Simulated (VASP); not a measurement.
# CoC (relaxed from the wurtzite structure, space group P6_3mc): computed properties

Calculation: PBEsol GGA, VASP's PBE PAW potentials (set 64) (plane waves; VASP 6.6.1).

```
Property                                                                                Value
----------------------------------  ---------------------------------------------------------
space group                                                                      P6_3mc (186)
cell                                a = b = 3.066 Å, c = 4.626 Å, α = β = 90.00°, γ = 120.00°
volume per atom                                                                  9.42 Å³/atom
band gap (over mesh and band path)                   none (metal, semimetal or under 0.01 eV)
cell moment                                                                           0.00 μB
density                                                                            6.26 g/cm³
```

```
CoC
1.0
    3.06618     0.00000     0.00000
   -1.53309     2.65539     0.00000
    0.00000     0.00000     4.62556
Co C
2 2
Direct
  0.33333   0.66667   0.98926
  0.66667   0.33333   0.48926
  0.33333   0.66667   0.38574
  0.66667   0.33333   0.88574
```

The structure was generated: CoC was put into the wurtzite type (P6_3mc), which need not be its known phase. It was relaxed first, which changed the volume by -26 %. Symmetry was kept, so distortions that lower it aren't found.
